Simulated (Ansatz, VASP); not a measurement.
# Sb2Au in two plane-wave programs, part 2 of 2

Wanted: the spread between two codes on one cell, functional and k mesh. The cell is taken from a series of runs on this material, whose earlier steps may have relaxed, scaled, displaced or heated it; both programs get it as it stands.

VASP 6.6.1 and Ansatz 0.2.0.

So far: Starting point; VASP: zone-centre phonons, PBEsol.

### Step 3. Ansatz: zone-centre phonons, PBEsol

Level of this step: Ansatz beside VASP: Kohn-Sham DFT, plane waves, PBEsol (Ansatz).

Ansatz runs on its PAW soft_1 files.

The same cell, functional, mesh and smearing now go to Ansatz, which takes its cutoff from its data sets.

The input, input.yaml:

```yaml
crystal:
  lattice:
    - [0.0, 3.3871785425, 3.3871785425]
    - [3.3871785425, 0.0, 3.3871785425]
    - [3.3871785425, 3.3871785425, 0.0]
  atoms:
    - { symbol: Sb, position: [0.25, 0.25, 0.25] }
    - { symbol: Sb, position: [0.75, 0.75, 0.75] }
    - { symbol: Au, position: [0.0, 0.0, 0.0] }
kpoints:
  mp_grid: { grid: [12, 12, 12] }
hamiltonian:
  xc: pbesol
  pseudopotentials: { kind: paw, azcp: { folder: soft_1 }, xc_functional: pbe }
scf:
  occupations: { method: methfessel_paxton, width: 0.2 }
output:
  eigenvalues: true
phonons:
  method: dfpt
```

Command:

```
> ansatz run input.yaml --threads 4 --pin off --max-ram 10240MiB --backend cpu --events-out ev --progress --plain --runs-dir out
```

Numbers of over 12 decimals in the logs are rounded to 6 here.

The program printed:

```text
zone centre: on kpoints.mp_grid the ground state, and the responses unless they are solved on pairs of k-points, stand on 163 of the mesh's 1728 k-points, reduced under 8 symmetry operations, with k and −k counted as one. Each operation leaves every solved displacement unchanged or reverses it
Engine: ansatz 0.2.0, aarch64-unknown-linux-gnu
Pseudopotentials: kind: paw
Pseudopotential: Sb, paw, valence charge 15, recommended cutoff 420 eV (normal), soft_1/Sb.paw.azcp
Pseudopotential: Au, paw, valence charge 19, recommended cutoff 420 eV (normal), soft_1/Au.paw.azcp
Functional definition: PBEsol
  exchange = pbesol_x
  correlation = pbesol_c
Crystal: 3 atoms, lattice volume = 77.722 Å³
Basis set: ecut = 420 eV, 1471 PW (Γ), exchange–correlation on 72×72×72 points (8 copies of the dense FFT grid, shifted against one another)
Bands: 30, of which v1, the nominal top of the filled ones, is band 25 counted from 1 (24 counted from 0)
Symmetry: 48 space group operations
k-points: 163 of 1728 (irreducible under 8 space group operations, time reversal used)
Non-local potential: Sb, projectors of the file, l = 0: 2, l = 1: 2, l = 2: 2, l = 3: 1
Non-local potential: Au, projectors of the file, l = 0: 3, l = 1: 2, l = 2: 2, l = 3: 1
PAW form: soft (Blöchl's): semilocal exchange-correlation on the pseudo side does not see the compensation charge
PAW frozen core: Sb, regenerated for the run's functional, and the local potential with it (the file was generated under x = pbe(κ = 0.804, μ = 0.219515), c = pbe(β = 0.066725))
PAW frozen core: Au, regenerated for the run's functional, and the local potential with it (the file was generated under x = pbe(κ = 0.804, μ = 0.219515), c = pbe(β = 0.066725))
PAW one-centre angular grid: Sb, 590 points (default); XC on 64 Gauss nodes
PAW one-centre angular grid: Au, 590 points (default); XC on 64 Gauss nodes
Initial density: superposition of atomic densities (chi_scale 0.1, normalization cell, long waves kept (reshape's long-wave potential 0.00 eV rms))
Initial wavefunctions: pseudopotential atomic-orbital guess
Functional: x = pbesol(κ = 0.804, μ = 0.123457), c = pbesol(β = 0.046)
SCF iter   1: F=—  HF=-25828.740120 eV  |F-HF|=—  |Δ(HF+E_count)|=         —  Δρ=1.27e-1  dr2=2.20e1  ethr=3.10e-3  ⟨swp⟩=6.3  Hψ=20561  notcnv=0
preconditioner: auto → Kerker (q_TF=auto, 2.526 Å⁻¹)  [metal: Δε(μ)=0.047 eV  Ē_g=7.746 eV  σ=0.200 eV  W_gap=0.20  n_scr=14 (ndim 8)  ℏωp=19.3 eV  f_vac=0.035  D(μ)=1.10/eV (n_scr^D=0)]
SCF iter   2: F=—  HF=-25824.976195 eV  |F-HF|=—  |Δ(HF+E_count)|=    3.76e0  S|Δr|=    0.00e0  Δρ=2.00e-2  dr2=1.83e-1  ethr=3.10e-3  ⟨swp⟩=3.0  Hψ=11799  notcnv=0  defer=94
preconditioner: auto → LDOS  [metal: Δε(μ)=0.008 eV  Ē_g=8.551 eV  σ=0.200 eV  W_gap=0.03  n_scr=14 (ndim 8)  ℏωp=19.3 eV  f_vac=0.042  D(μ)=1.27/eV (n_scr^D=8)  β→1.0]
SCF iter   3: F=—  HF=-25824.977344 eV  |F-HF|=—  |Δ(HF+E_count)|=   1.15e-3  S|Δr|=    0.00e0  Δρ=2.82e-3  dr2=6.20e-3  ethr=3.72e-4  ⟨swp⟩=2.0  Hψ=10777  notcnv=0  defer=101
SCF iter   4: F=—  HF=-25824.985441 eV  |F-HF|=—  |Δ(HF+E_count)|=   8.10e-3  S|Δr|=    0.00e0  Δρ=2.02e-3  dr2=2.20e-3  ethr=1.27e-5  ⟨swp⟩=2.0  Hψ=8771  notcnv=0  defer=101
SCF iter   5: F=—  HF=-25824.985667 eV  |F-HF|=—  |Δ(HF+E_count)|=   2.26e-4  S|Δr|=    0.00e0  Δρ=6.55e-4  dr2=3.36e-4  ethr=4.49e-6  ⟨swp⟩=2.0  Hψ=8117  notcnv=0  defer=101
SCF iter   6: F=—  HF=-25824.985634 eV  |F-HF|=—  |Δ(HF+E_count)|=   3.31e-5  S|Δr|=    0.00e0  Δρ=1.43e-4  dr2=2.77e-5  ethr=6.86e-7  ⟨swp⟩=2.0  Hψ=8260  notcnv=0  defer=101
SCF iter   7: F=—  HF=-25824.985629 eV  |F-HF|=—  |Δ(HF+E_count)|=   5.09e-6  S|Δr|=    0.00e0  Δρ=2.29e-5  dr2=8.95e-7  ethr=5.66e-8  ⟨swp⟩=2.0  Hψ=5905  notcnv=0  defer=101
SCF iter   8: F=—  HF=-25824.985627 eV  |F-HF|=—  |Δ(HF+E_count)|=   1.85e-6  S|Δr|=    0.00e0  Δρ=1.95e-6  dr2=5.25e-9  ethr=1.83e-9  ⟨swp⟩=2.0  Hψ=6434  notcnv=0  defer=101
SCF iter   9: F=—  HF=-25824.985627 eV  |F-HF|=—  |Δ(HF+E_count)|=  3.35e-10  S|Δr|=    0.00e0  Δρ=6.90e-7  dr2=8.33e-10  ethr=1.07e-11  ⟨swp⟩=2.0  Hψ=6509  notcnv=0  defer=101
SCF iter  10: F=-25824.985627 eV  HF=-25824.985627 eV  |F-HF|=7.28e-12  |Δ(HF+E_count)|=  2.11e-10  S|Δr|=    0.00e0  Δρ=5.55e-8  dr2=3.88e-12  ethr=1.00e-12  ⟨swp⟩=8.8  Hψ=27829  notcnv=0
the search or the solves at the SCF's close seem to have found levels that the self-consistency loop had missed (the run counts 1). By its estimate they hold under 1e-12 electrons; where the run keeps them, the occupations were computed again with them
SCF 1 converged in 10 iterations: F = -25824.985627 eV  dr2 = 3.88e-12
  greatest PAW one-centre occupation: 1.000 electrons in one spin orbital (limit 2), on the Au atom at site 2 (counted from 0), in its partial waves of l = 0
DFPT response loops at Γ: preconditioner auto → Kerker (q_TF=auto, 2.526 Å⁻¹) (partly filled bands, converged f_vac=0.047); β = 1.00, the filter's whole step (`scf.mixing.beta` (0.50) is not read by the response loops under this deck's `scf.mixing.preconditioner`; to damp them name `kerker` or `kerker_dos`, under which they read `scf.mixing.beta`, and type it under 1.00, their step now; both keys bind the ground state too); Broyden in place of MSR1
SCF converged after 10 iterations
Stability not checked: this state was not tested for a lower state beside it, because cold or Methfessel-Paxton smearing, or corrected tetrahedra, fill the levels in a way that the test cannot read (fill_not_monotonic; see scf.lower_state_search)
Free energy (F): -25824.985627 eV
Harris-Foulkes:  -25824.985627 eV  (|F-HF|=7.28e-12)
Internal energy: -25824.984669 eV  (E = F + TS)
E sigma→0 (E₀):  -25824.985388 eV
Entropy (-TS):   -0.000958 eV (-0.319 meV/atom)
Fermi energy:    12.705036 eV
--- Per-component energies (eV) ---
  E_band       = -642.091747
  E_kinetic    = 902.532427
  E_local      = -5586.965206  (includes V_loc(G=0)·N_el)
  E_nonlocal   = 880.757762
  E_hartree    = 2355.558969
  E_xc         = -412.034403
  E_vxc        = -444.363482  (∫ρ·V_xc dr)
  E_paw        = -18521.153435  (= ΣΔE_a)
  E_vpaw       = -1105.173218  (= ΣTr[D̂ρ^β])
  E_aug_tail   = 0.001918  (compensation charges beyond the density's cutoff)
  E_ewald      = -5444.655937
  E_core_change = 0.973237  (= ΣΔE_core)
  E_smearing   = -0.000958  (= −TS)
  E_closure    = -0.000000  (closes the sum)
  Σ components = -25824.985627   (vs F -25824.985627, Δ=0.00e0)
--- Band table (eV; the first three rows and the last of 163) ---
  k-point 0: bands = [... 21 lower, 12.4204, 12.4204, 12.4204, 13.2748, 13.2748, 13.2748, 13.9868, 15.3818, ... 1 higher]
  k-point 1: bands = [... 21 lower, 11.6782, 12.2214, 12.2214, 12.9705, 13.3016, 13.3016, 14.6644, 15.5424, ... 1 higher]
  k-point 2: bands = [... 21 lower, 10.5279, 11.8009, 11.8009, 12.6701, 13.2647, 13.2647, 14.9414, 16.0096, ... 1 higher]
  k-point 162: bands = [... 21 lower, 7.7681, 8.8845, 12.0479, 12.0479, 14.7459, 15.7868, 16.5082, 16.8364, ... 1 higher]
--- Phonons (Γ-DFPT): 2 representative perturbations + reference, on 163 of 1728 k-points (Σ response iterations 6) ---
  k mesh reduced under 8 symmetry operations, with k and −k counted as one. Each operation leaves every solved displacement unchanged or reverses it
  ASR residual: 1.278e-4 → 0.000e0 eV/Å²; symmetrization residual: 1.703e-5 eV/Å²
  ASR residual per site (eV/Å²): 5.03e-5 5.03e-5 1.28e-4
  Γ frequencies (cm⁻¹): 0.00 0.00 0.00 85.28 85.28 85.28 106.19 106.19 106.19
  non-analytic LO–TO correction: not included (Born effective charges unavailable; polar crystals: no LO–TO splitting at Γ)
```

Reading the cycles: dr2 is the Hartree energy of the density residual (eV), the measure of convergence; HF is the Harris–Foulkes estimate of the energy, which meets the free energy F at convergence.

### Step 4. Side by side

Known differences besides the potentials themselves: the data sets hold 49 valence electrons in Ansatz (on its PAW soft_1 files) and 21 in VASP; the cutoff is 420 eV in Ansatz and 500 eV in VASP; Ansatz makes its cores anew for this functional, VASP keeps those of its PBE data sets. Total energies have different zeros and are not compared.

Both answers:

| quantity | Ansatz | VASP | difference |
| --- | --- | --- | --- |
| optical mode 1 to 3 (cm⁻¹) | 85.3 | 85.3 | +0.03 % |
| optical mode 4 to 6 (cm⁻¹) | 106.2 | 107.2 | -0.95 % |

Modes are paired by rising frequency, not by their patterns, so a pair may set unlike modes beside each other; they are those without the splitting of longitudinal modes.

### Step 5. Summary of results

```json
{"r.m.s. difference of the optical zone-centre modes, each program's sorted by frequency (zone-centre phonons, PBEsol)": "0.72 cm⁻¹", "difference in optical mode 4 to 6 (zone-centre phonons, PBEsol)": "-0.9 %"}
```

The r.m.s. difference of the optical zone-centre modes, each program's sorted by frequency is 0.72 cm⁻¹ (zone-centre phonons, PBEsol). The data sets hold unlike numbers of valence electrons (49 in Ansatz and 21 in VASP), so part of the differences comes from the potentials. Among the rows given in per cent, the largest difference of the zone-centre phonons, PBEsol pair is in optical mode 4 to 6, -0.9 %. How closely two codes agree says nothing of how well the functional describes the real material.

[Lines on the potential files, build, host, timing and source positions are cut from VASP's logs without a mark.]

[Logs are printed without paths, hosts, clocks, repeated set-up lines and the standing remarks that a program may print on its own settings, such as how far it seeks lower states.]

[Hosts, paths, dates, database ids (printed as entryN), source tags and the programs' standing remarks are cut or masked in the printed files.]
